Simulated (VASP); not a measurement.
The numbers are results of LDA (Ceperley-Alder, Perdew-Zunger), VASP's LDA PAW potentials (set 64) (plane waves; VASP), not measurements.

VASP ran on this input.

File POSCAR:
```
V
1
   -1.4091841972     1.4091841972     1.4091841972
    1.4091841972    -1.4091841972     1.4091841972
    1.4091841972     1.4091841972    -1.4091841972
V
1
Direct
  0.0000000000   0.0000000000   0.0000000000
```

**INCAR**
```
! general
SYSTEM   =  V
PREC     =  Accurate
ENCUT    =  500
LREAL    =  .FALSE.
LASPH    =  .TRUE.

! electronic loop
EDIFF    =  1E-6
NELM     =  100
ALGO     =  Normal
LMAXMIX  =  4

! smearing
ISMEAR   =  1
SIGMA    =  0.1

! ions
IBRION   =  2
NSW      =  40
ISIF     =  3
EDIFFG   =  -0.02
PSTRESS  =  450

! output
LWAVE    =  .FALSE.
LCHARG   =  .FALSE.
```

KPOINTS:
```
Automatic mesh
0
Gamma
18 18 18
```

POTCAR, in this order: V_sv (LDA.64 set). Program: vasp_std.

Energy and stress use the plane-wave basis of the starting cell.

Task: Predict the energy per atom (σ→0), volume per atom, band gap (on the k-mesh).

Result: 
```json
{
 "energy per atom (σ→0)": "-9.720 eV/atom",
 "band gap (on the k-mesh)": "none (metal, semimetal or under 0.01 eV)",
 "volume_per_atom": "10.71 Å^3/atom"
}
```

OSZICAR:
```
...
   3 F= -.67117706E+01 E0= -.67116401E+01  d E =-.230872E-01
       N       E                     dE             d eps       ncg     rms          rms(c)
DAV:   1    -0.972121570691E+01    0.46213E-02   -0.14016E-02  3902   0.220E+00    0.339E-01
DAV:   2    -0.972062573109E+01    0.58998E-03   -0.21783E-03  3914   0.747E-01    0.473E-02
DAV:   3    -0.972061451696E+01    0.11214E-04   -0.19880E-05  3908   0.640E-02    0.378E-02
DAV:   4    -0.972061149711E+01    0.30198E-05   -0.58324E-06  3902   0.331E-02    0.246E-03
DAV:   5    -0.972061153373E+01   -0.36617E-07   -0.13006E-07  1950   0.581E-03
   4 F= -.67118145E+01 E0= -.67116907E+01  d E =-.231311E-01
```

The compound is V in the bcc structure. This run relaxes it under an external pressure of 45 GPa. Symmetry was kept, so distortions that lower it aren't found. The run is not spin-polarised, so no magnetic state was tried.
